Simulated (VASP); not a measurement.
SnGeTe3:

```xyz
5
Lattice="5.0047 0.0000 0.0000 0.0000 5.0047 0.0000 0.0000 0.0000 5.6245" Properties=species:S:1:pos:R:3 pbc="T T T"
Sn    0.0000    0.0000    0.0000
Ge    2.5023    2.5023    2.8123
Te    0.0000    0.0000    2.8123
Te    0.0000    2.5023    0.0000
Te    2.5023    0.0000    0.0000
```

The cell was built by a generator and needn't be a form met in nature.

* Program: VASP 6.6.1
* Task: relaxation of cell and atoms
* Functional: PBE
* Potentials or basis: VASP PAW PBE potentials, release 64 (Sn_d, Ge_d, Te)
* Cutoff: 520 eV
* k mesh: 3 × 3 × 3
* Occupations: gaussian, width 0.15 eV
* Spin: no spin polarisation

At the start: pressure 17.7 GPa; volume 28.18 Å³/atom.

Q: Where does the relaxation end?

A: Over 9 steps the energy falls by 438.5 meV/atom and the volume is 36.77 Å³/atom (+30.5 %); space group Pm-3m (No. 221, to 0.05 Å).

Step by step:
| step | energy change (eV) | largest force (eV/Å) | pressure (GPa) | volume (Å³) |
| --- | --- | --- | --- | --- |
| 1 | 0.0000 | 0.0000 | 17.66 | 140.88 |
| 2 | -1.8903 | 0.0000 | -2.97 | 213.36 |
| 3 | -2.1562 | 0.0000 | -0.03 | 185.74 |
| 4 | -2.1582 | 0.0000 | -0.64 | 188.16 |
| 5 | -2.1581 | 0.0000 | 0.17 | 186.98 |
| 6 | -2.1804 | 0.0000 | -0.16 | 185.65 |
| 7 | -2.1704 | 0.0000 | 0.67 | 181.50 |
| 8 | -2.1924 | 0.0000 | 0.27 | 184.00 |
| 9 | -2.1926 | 0.0000 | 0.24 | 183.84 |

Final structure:
```cif
data_structure
_symmetry_space_group_name_H-M 'P 1'
_symmetry_Int_Tables_number 1
_cell_length_a 5.6794
_cell_length_b 5.6794
_cell_length_c 5.6996
_cell_angle_alpha 90.000
_cell_angle_beta 90.000
_cell_angle_gamma 90.000
_cell_volume 183.84
loop_
_atom_site_label
_atom_site_type_symbol
_atom_site_fract_x
_atom_site_fract_y
_atom_site_fract_z
_atom_site_occupancy
Sn1 Sn 0.00000 0.00000 0.00000 1
Ge1 Ge 0.50000 0.50000 0.50000 1
Te1 Te 0.00000 0.00000 0.50000 1
Te2 Te 0.00000 0.50000 0.00000 1
Te3 Te 0.50000 0.00000 0.00000 1
```

Caveat: the k mesh is coarse (spacing up to 0.42 Å⁻¹), so the values aren't converged; the volume moved by over 15 % at a fixed basis, so the end points are rough; the relaxation stopped at a loose force limit of 0.08 eV/Å, so its end isn't a converged minimum.
